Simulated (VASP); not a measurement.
An input for Quantum ESPRESSO's pw.x (written as the equivalent of a VASP run, and not itself run):

```
&CONTROL
  calculation = 'scf'
  pseudo_dir = './pseudo'
  outdir = './out'
  tprnfor = .true.
  tstress = .true.
/
&SYSTEM
  ibrav = 0
  nat = 2
  ntyp = 2
  ecutwfc = 84
  occupations = 'tetrahedra'
  input_dft = 'pbe'
  vdw_corr = 'grimme-d3'
  dftd3_version = 3
  dftd3_threebody = .false.
/
&ELECTRONS
  conv_thr = 7.3e-09
  electron_maxstep = 100
/
ATOMIC_SPECIES
  Al 26.982 Al.upf
  As 74.922 As.upf
CELL_PARAMETERS angstrom
     0.0000000    2.8492420    2.8492420
     2.8492420    0.0000000    2.8492420
     2.8492420    2.8492420    0.0000000
ATOMIC_POSITIONS crystal
  Al   0.0000000  0.0000000  0.0000000
  As   0.2500000  0.2500000  0.2500000
K_POINTS automatic
  9 9 9 0 0 0
```

**Question.** Translate this input to VASP (INCAR, KPOINTS, POSCAR, choice of POTCAR).

**Answer.** Several could match; the one computed here: 
POSCAR:
```
AlAs
5.6984840
  0.0000000000   0.4999999955   0.4999999955
  0.4999999955   0.0000000000   0.4999999955
  0.4999999955   0.4999999955   0.0000000000
Al As
1 1
direct
  0.0000000000   0.0000000000   0.0000000000
  0.2500000000   0.2500000000   0.2500000000
```

### KPOINTS
```
Automatic mesh
0
Gamma
9 9 9
0 0 0
```

INCAR:
```
SYSTEM  =  AlAs
PREC  =  Accurate; ENCUT  =  520; LREAL  =  .FALSE.
LASPH  =  .TRUE.
EDIFF  =  1E-7; NELM  =  100; ALGO  =  Normal
LMAXMIX  =  4
ISMEAR  =  -5
GGA  =  PE; IVDW  =  11
ISIF  =  2
LWAVE  =  .FALSE.; LCHARG  =  .TRUE.; LORBIT  =  11
NEDOS  =  601
```

POTCAR, in this order: Al As (PBE.64 set). Program: vasp_std.

What does not carry over: the potentials are each code's own (VASP's PAW set, PseudoDojo norm-conserving files in pw.x), so ENCUT and ecutwfc are chosen apart and not converted; conv_thr bounds pw.x's estimated SCF error, while EDIFF bounds the energy change between steps.

The compound is AlAs in the zinc blende structure. It was relaxed first.
